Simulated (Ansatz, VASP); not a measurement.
# AlNi3 in two plane-wave programs

Wanted: the spread between two codes on one cell, functional and k mesh. The two relaxations start from unlike cells of this crystal (the structure described is Ansatz's start), so only their ends are compared.

Method: plane waves, with VASP 6.6.1 beside it; relaxation of cell and atoms at BLYP, in Ansatz 0.2.0.

## Step 1: The structure

The structure is cubic, space group Pm-3m (No. 221). Conventional cell: a = 3.523 Å, b = 3.523 Å, c = 3.523 Å, α = 90.00°, β = 90.00°, γ = 90.00°. Nearest to Al lie 12 Ni at 2.49 Å. Nearest to Ni lie 8 Ni at 2.49 Å and 4 Al at 2.49 Å. Farther neighbours are not listed.

## Step 2: Ansatz: relaxation of cell and atoms, BLYP

Ansatz runs on its default PAW (the set named soft_2) files.

The relaxed volume is the usual yardstick between codes: in a stiff, nearly cubic crystal its relative difference is about their pressure difference at one cell divided by the bulk modulus.

File input.yaml:

```yaml
crystal:
  lattice:
    - [3.5230547267, 0.0, 0.0]
    - [0.0, 3.5230547267, 0.0]
    - [0.0, 0.0, 3.5230547267]
  atoms:
    - { symbol: Al, position: [0.0, 0.0, 0.0] }
    - { symbol: Ni, position: [0.0, 0.5, 0.5], spin: 2.0 }
    - { symbol: Ni, position: [0.5, 0.0, 0.5], spin: 2.0 }
    - { symbol: Ni, position: [0.5, 0.5, 0.0], spin: 2.0 }
kpoints:
  mp_grid: { grid: [12, 12, 12] }
hamiltonian:
  xc: blyp
scf:
  occupations: { method: methfessel_paxton, width: 0.25 }
output:
  forces: true
  stress: true
  eigenvalues: true
  populations: true
magnetization:
  spin_polarized: true
relax:
  adjacent_minimum: "off"
  f_tol: 0.005
  max_steps: 60
  cell: { stress_tol: 0.03 }
```

Started as:

```sh
> ansatz run input.yaml --threads 8 --pin off --max-ram 16384MiB --backend cpu --events-out ev --progress --plain --runs-dir out
```

Numbers of over 12 decimals in the logs are rounded to 6 here.

The log of the run:

```text
Engine: ansatz 0.2.0, aarch64-unknown-linux-gnu
Pseudopotentials: kind: paw
Pseudopotential: Al, paw, valence charge 3, recommended cutoff 420 eV (normal), Al.paw.azcp
Pseudopotential: Ni, paw, valence charge 18, recommended cutoff 420 eV (normal), Ni.paw.azcp
Functional definition: BLYP
  parameter beta = 0.0042
  parameter a = 0.04918
  parameter b = 0.132
  parameter c = 0.2533
  parameter d = 0.349
  exchange = b88_x(beta = beta)
  correlation = lyp_c(a = a, b = b, c = c, d = d)
Crystal: 4 atoms, lattice volume = 43.728 Å³
Basis set: ecut = 420 eV, 847 PW (Γ), exchange–correlation on 48×48×48 points (8 copies of the dense FFT grid, shifted against one another)
Bands: 38, of which v1, the nominal top of the filled ones, is band 29 counted from 1 (28 counted from 0)
Symmetry: 48 space group operations
Space group: Pm-3m (ITA 221), of the structure as read, at distance tolerance 3.5e-5 Å
Magnetic group: BNS 221.92 (UNI 1594), of the structure as read, at distance tolerance 3.5e-5 Å
k-points: 84 of 1728
Non-local potential: Al, projectors of the file, l = 0: 2, l = 1: 2, l = 2: 1
Non-local potential: Ni, projectors of the file, l = 0: 3, l = 1: 2, l = 2: 3, l = 3: 1
PAW form: soft (Blöchl's): semilocal exchange-correlation on the pseudo side does not see the compensation charge
PAW frozen core: Al, regenerated for the run's functional, and the local potential with it (the file was generated under x = pbe(κ = 0.804, μ = 0.219515), c = pbe(β = 0.066725))
PAW frozen core: Ni, regenerated for the run's functional, and the local potential with it (the file was generated under x = pbe(κ = 0.804, μ = 0.219515), c = pbe(β = 0.066725))
PAW one-centre angular grid: Al, 110 points (default); XC on 64 Gauss nodes
PAW one-centre angular grid: Ni, 590 points (default); XC on 64 Gauss nodes
Initial density: superposition of atomic densities (chi_scale 0.1, normalization cell)
Starting moments: Σ|m| = 6 μB on 3 of 4 sites
Initial wavefunctions: pseudopotential atomic-orbital guess
Functional: x = b88, c = lyp
SCF iter   1: F=—  HF=-18081.126120 eV  |F-HF|=—  |Δ(HF+E_count)|=         —  Δρ=1.15e-1 (↑1.15e-1 ↓4.79e-2)  dr2=2.08e0  dr2_m=2.33e0  M=3.269 μB ∫|m|=3.896 μB  β_m=0.30  ethr=3.10e-3  ⟨swp⟩=5.9  Hψ=23061  notcnv=0
Mixer restart at iter 1: flushing history
preconditioner: auto → Kerker (q_TF=auto, 2.852 Å⁻¹)  [metal: Δε(μ)=0.004 eV  Ē_g=9.781 eV  σ=0.250 eV  W_gap=0.01  n_scr=18 (ndim 8)  ℏωp=32.3 eV  f_vac=0.000  D(μ)=5.20/eV (n_scr^D=80)]
spin=Collinear: Kerker preconditioning applied to the charge; magnetization (m = ρ↑ − ρ↓) channel mixes plain (no charge-response kernel on spin).
SCF iter   2: F=—  HF=-18081.204731 eV  |F-HF|=—  |Δ(HF+E_count)|=   7.86e-2  Δρ=9.05e-2 (↑6.64e-2 ↓9.05e-2)  dr2=3.03e-1  dr2_m=2.40e0  M=2.732 μB ∫|m|=3.359 μB  β_m=0.57  ethr=3.10e-3  ⟨swp⟩=2.3  Hψ=10651  notcnv=0  defer=459
SCF iter   3: F=—  HF=-18084.301181 eV  |F-HF|=—  |Δ(HF+E_count)|=    3.10e0  Δρ=8.51e-2 (↑5.28e-2 ↓8.51e-2)  dr2=5.57e-1  dr2_m=1.87e0  M=1.988 μB ∫|m|=2.663 μB  β_m=0.25  ethr=5.31e-4  ⟨swp⟩=2.1  Hψ=10483  notcnv=0  defer=239
SCF iter   4: F=—  HF=-18085.893723 eV  |F-HF|=—  |Δ(HF+E_count)|=    1.59e0  Δρ=6.18e-2 (↑4.43e-2 ↓6.18e-2)  dr2=2.84e-1  dr2_m=1.11e0  M=1.448 μB ∫|m|=2.080 μB  β_m=0.48  ethr=5.31e-4  ⟨swp⟩=2.4  Hψ=10909  notcnv=0  defer=431
SCF iter   5: F=—  HF=-18087.054330 eV  |F-HF|=—  |Δ(HF+E_count)|=         —  Δρ=3.45e-2 (↑3.45e-2 ↓7.24e-3)  dr2=2.72e-1  dr2_m=1.33e-1  M=0.584 μB ∫|m|=0.802 μB  β_m=0.76  ethr=4.99e-4  ⟨swp⟩=2.2  Hψ=10942  notcnv=0  defer=490
Mixer restart at iter 5: flushing history
SCF iter   6: F=—  HF=-18087.035522 eV  |F-HF|=—  |Δ(HF+E_count)|=   1.88e-2  Δρ=2.62e-2 (↑4.90e-3 ↓2.62e-2)  dr2=2.08e-1  dr2_m=5.37e-2  M=0.469 μB ∫|m|=0.627 μB  β_m=0.74  ethr=4.78e-4  ⟨swp⟩=2.2  Hψ=11690  notcnv=0  defer=520
SCF iter   7: F=—  HF=-18087.037450 eV  |F-HF|=—  |Δ(HF+E_count)|=   1.93e-3  Δρ=2.30e-2 (↑2.30e-2 ↓8.44e-3)  dr2=2.23e-1  dr2_m=2.35e-2  M=0.438 μB ∫|m|=0.573 μB  β_m=0.66  ethr=3.65e-4  ⟨swp⟩=2.0  Hψ=11880  notcnv=0  defer=516
SCF iter   8: F=—  HF=-18086.974275 eV  |F-HF|=—  |Δ(HF+E_count)|=   6.32e-2  Δρ=9.46e-3 (↑1.38e-3 ↓9.46e-3)  dr2=2.82e-2  dr2_m=7.84e-3  M=0.310 μB ∫|m|=0.396 μB  β_m=0.41  ethr=3.65e-4  ⟨swp⟩=2.0  Hψ=10854  notcnv=0  defer=484
[...]
SCF iter   4: F=—  HF=-18087.054152 eV  |F-HF|=—  |Δ(HF+E_count)|=   2.65e-7  S|Δr|=    0.00e0  Δρ=1.55e-5 (↑4.85e-6 ↓1.55e-5)  dr2=1.44e-7  dr2_m=1.43e-8  M=0.738 μB ∫|m|=0.921 μB  β_m=0.84  ethr=3.69e-10  ⟨swp⟩=2.6  Hψ=9717  notcnv=0
SCF iter   5: F=-18087.054152 eV  HF=-18087.054152 eV  |F-HF|=3.74e-9  |Δ(HF+E_count)|=   1.77e-8  S|Δr|=    0.00e0  Δρ=3.63e-6 (↑3.63e-6 ↓1.89e-6)  dr2=7.38e-9  dr2_m=3.80e-10  M=0.738 μB ∫|m|=0.922 μB  ethr=5.72e-11  ⟨swp⟩=3.0  Hψ=23089  notcnv=0
SCF 6 converged in 5 iterations: F = -18087.054152 eV  dr2 = 7.38e-9
relax step   6: F+E_penalty+E_count = -18087.05415230 eV  Δ(F+E_penalty+E_count) = +3.231e-6 eV  max|allowed force component| = 4.035e-30 eV/Å  Δτ_max = 0.0000 Å  P = +0.003 GPa  Ω = 47.192 Å³  energy of the carried Pulay correction = -1.525e-5 eV  (5 SCF iters, dr2 threshold 3.26e-8 eV, accepted)
iter 1 solved again at ethr=5.92e-8 eV; its pass at ethr=3.10e-3 eV (dr2=3.37e-5 eV) is discarded
SCF iter   1: F=—  HF=-18087.054179 eV  |F-HF|=—  |Δ(HF+E_count)|=         —  Δρ=2.98e-6 (↑2.98e-6 ↓1.45e-6)  dr2=5.64e-9  dr2_m=4.02e-10  M=0.738 μB ∫|m|=0.922 μB  β_m=0.30  ethr=5.92e-8  ⟨swp⟩=3.1  Hψ=42564  notcnv=0
eigensolver tolerance schedule: the retry pair's looser diagonalisation over-reported the residual by 5977.64 of it (diagonalisation noise at 0.13 of the residual, at the tolerance the schedule requests for it); recorded, not acted on — ethr = c·dr2/N_el stays at c = 1.0e-1
preconditioner: auto → Kerker (q_TF=auto, 2.816 Å⁻¹)  [metal: Δε(μ)=0.010 eV  Ē_g=9.322 eV  σ=0.250 eV  W_gap=0.03  n_scr=18 (ndim 8)  ℏωp=31.1 eV  f_vac=0.000  D(μ)=3.50/eV (n_scr^D=32)]
spin=Collinear: Kerker preconditioning applied to the charge; magnetization (m = ρ↑ − ρ↓) channel mixes plain (no charge-response kernel on spin).
SCF iter   2: F=—  HF=-18087.054180 eV  |F-HF|=—  |Δ(HF+E_count)|=   6.89e-7  S|Δr|=    0.00e0  Δρ=2.74e-6 (↑6.57e-7 ↓2.74e-6)  dr2=2.37e-9  dr2_m=6.04e-10  M=0.738 μB ∫|m|=0.922 μB  β_m=0.28  ethr=9.90e-12  ⟨swp⟩=2.8  Hψ=12036  notcnv=0
SCF iter   3: F=—  HF=-18087.054180 eV  |F-HF|=—  |Δ(HF+E_count)|=  3.27e-11  S|Δr|=    0.00e0  Δρ=1.53e-6 (↑7.07e-7 ↓1.53e-6)  dr2=3.46e-10  dr2_m=4.31e-10  M=0.738 μB ∫|m|=0.922 μB  β_m=0.64  ethr=4.16e-12  ⟨swp⟩=1.3  Hψ=7096  notcnv=0
SCF iter   4: F=—  HF=-18087.054180 eV  |F-HF|=—  |Δ(HF+E_count)|=  5.86e-10  S|Δr|=    0.00e0  Δρ=1.17e-6 (↑1.17e-6 ↓7.31e-7)  dr2=9.07e-10  dr2_m=2.72e-11  M=0.738 μB ∫|m|=0.922 μB  β_m=0.82  ethr=1.00e-12  ⟨swp⟩=2.0  Hψ=9056  notcnv=0
SCF iter   5: F=—  HF=-18087.054180 eV  |F-HF|=—  |Δ(HF+E_count)|=  5.82e-11  S|Δr|=    0.00e0  Δρ=2.55e-7 (↑2.55e-7 ↓6.68e-8)  dr2=1.69e-11  dr2_m=6.43e-12  M=0.738 μB ∫|m|=0.922 μB  β_m=0.86  ethr=1.00e-12  ⟨swp⟩=2.2  Hψ=8423  notcnv=0
SCF iter   6: F=—  HF=-18087.054180 eV  |F-HF|=—  |Δ(HF+E_count)|=    0.00e0  S|Δr|=    0.00e0  Δρ=1.55e-7 (↑8.57e-8 ↓1.55e-7)  dr2=1.73e-11  dr2_m=6.37e-13  M=0.738 μB ∫|m|=0.922 μB  β_m=0.93  ethr=1.00e-12  ⟨swp⟩=5.3  Hψ=24958  notcnv=0
SCF iter   7: F=-18087.054180 eV  HF=-18087.054180 eV  |F-HF|=7.28e-12  |Δ(HF+E_count)|=    0.00e0  S|Δr|=    0.00e0  Δρ=5.87e-8 (↑3.30e-8 ↓5.87e-8)  dr2=2.44e-12  dr2_m=8.72e-14  M=0.738 μB ∫|m|=0.922 μB  ethr=1.00e-12  ⟨swp⟩=3.1  Hψ=23012  notcnv=0
SCF 7 converged in 7 iterations: F = -18087.054180 eV  dr2 = 2.44e-12
relax step   7: F+E_penalty+E_count = -18087.05417978 eV  Δ(F+E_penalty+E_count) = -2.748e-5 eV  max|allowed force component| = 1.399e-29 eV/Å  Δτ_max = 0.0000 Å  P = +0.002 GPa  Ω = 47.192 Å³  stress off target by 2.43e-3 GPa  SCF on the basis re-selected at this cell (its energy is not comparable with the rows above)  (7 SCF iters)
basis re-selected at this cell: Δ(F+E_penalty+E_count) = -2.748e-5 eV, ΔP = -0.001 GPa vs the last step (what re-selecting the basis moved, of the pressure what is left beyond the Pulay correction that the steps carried, after the strain that the cell walked since its last selection, with what the two solves' SCF thresholds leave and, on support functions, any second-order correction that the steps lacked; it is no m [...]
SCF converged after 7 iterations
Stability not checked: this state was not tested for a lower state beside it, because cold or Methfessel-Paxton smearing, or corrected tetrahedra, fill the levels in a way that the test cannot read (fill_not_monotonic; see scf.lower_state_search)
Magnetization: 0.7376 μB (28.8688 up, 28.1312 down)
Absolute magnetization: 0.9220 μB (∫|ρ↑−ρ↓|, with the PAW one-centre terms)
Spin contamination: 0.0166 ħ² per cell (⟨S²⟩ above its minimum at these occupations)
Per-site moments (μB) at R_I (Å): [(-0.016648, 1.054059), (0.272604, 1.054059), (0.272604, 1.054059), (0.272604, 1.054059)]
Free energy (F): -18087.054180 eV
Harris-Foulkes:  -18087.054180 eV  (|F-HF|=7.28e-12)
Internal energy: -18087.061265 eV  (E = F + TS)
E sigma→0 (E₀):  -18087.055951 eV
Entropy (-TS):   0.007085 eV (1.771 meV/atom)
Fermi energy:    15.435045 eV
--- Per-component energies (eV) ---
  E_band       = -946.600719
  E_kinetic    = 877.207936
  E_local      = -12216.283076  (includes V_loc(G=0)·N_el)
  E_nonlocal   = 1906.951752
  E_hartree    = 5211.026372
  E_xc         = -289.178125
  E_vxc        = -350.179191  (∫ρ·V_xc dr)
  E_paw        = -5399.109323  (= ΣΔE_a)
  E_vpaw       = -1586.352594  (= ΣTr[D̂ρ^β])
  E_aug_tail   = 0.001486  (compensation charges beyond the density's cutoff)
  E_ewald      = -8177.701866
  E_core_change = 0.023579  (= ΣΔE_core)
  E_smearing   = 0.007085  (= −TS)
  E_closure    = 0.000000  (closes the sum)
  Σ components = -18087.054180   (vs F -18087.054180, Δ=0.00e0)
--- Forces (eV/Å), atoms counted from 1 ---
  atom   1  Al     0.00000000    -0.00000000    -0.00000000
  atom   2  Ni    -0.00000000    -0.00000000     0.00000000
  atom   3  Ni     0.00000000     0.00000000     0.00000000
  atom   4  Ni     0.00000000    -0.00000000     0.00000000
  max |Σ_I F_I| component: 1.98e-29 eV/Å
--- Stress (GPa, compression-positive) ---
        0.002432      -0.000000      -0.000000
       -0.000000       0.002432       0.000000
       -0.000000       0.000000       0.002432
  P = ⅓ Tr σ = 0.0024 GPa (0.024 kbar)
--- Band table (eV; the first three rows and the last of 168) ---
  k-point 0 ↑: bands = [... 25 lower, 15.3314, 15.3314, 15.3314, 16.3494, 16.3494, 16.3494, 21.7862, 21.7862, ... 5 higher]
  k-point 1 ↑: bands = [... 25 lower, 15.1520, 15.1520, 15.3315, 15.9843, 16.6336, 16.6336, 21.7903, 21.9940, ... 5 higher]
  k-point 2 ↑: bands = [... 25 lower, 14.8602, 15.0515, 15.2746, 15.3317, 17.2352, 17.2352, 21.8025, 22.1107, ... 5 higher]
  k-point 83 ↓: bands = [... 25 lower, 14.5866, 14.5866, 15.4960, 15.5534, 15.5534, 15.5534, 18.5791, 19.4082, ... 5 higher]
--- Relaxed structure (5 steps of the walk, 5 accepted, 2 SCFs on fresh bases) ---
  F+E_penalty+E_count = -18087.05417978 eV   max|allowed force component| = 1.399e-29 eV/Å   (the final SCF, on the basis selected at the relaxed cell)
  cell:  # Å, volume = 47.1919 Å³
    - [3.613731, 0, 0]
    - [0, 3.613731, 0]
    - [0, 0, 3.613731]
  atoms:
    - { symbol: Al, position: [0, 0, 0] }
    - { symbol: Ni, position: [0, 0.5, 0.5] }
    - { symbol: Ni, position: [0.5, 0, 0.5] }
    - { symbol: Ni, position: [0.5, 0.5, 0] }
--- Löwdin populations: 4 sites ---
  site symbol       q [e]    m [muB]
     0     Al      3.5197    -0.0447
     1     Ni     17.6487     0.2700
     2     Ni     17.6487     0.2700
     3     Ni     17.6487     0.2700
  spilling = 0.009372 (of n_electrons = 57.000000)
```

Reading the cycles: dr2 is the Hartree energy of the density residual (eV), the measure of convergence; HF is the Harris–Foulkes estimate of the energy, which meets the free energy F at convergence.

(Part 1 of 2 ends here.)

[Lines on the potential files, build, host, timing and source positions are cut from VASP's logs without a mark.]

[Logs are printed without paths, hosts, clocks, repeated set-up lines and the standing remarks that a program may print on its own settings, such as how far it seeks lower states.]

[Hosts, paths, dates, database ids (printed as entryN), source tags and the programs' standing remarks are cut or masked in the printed files.]
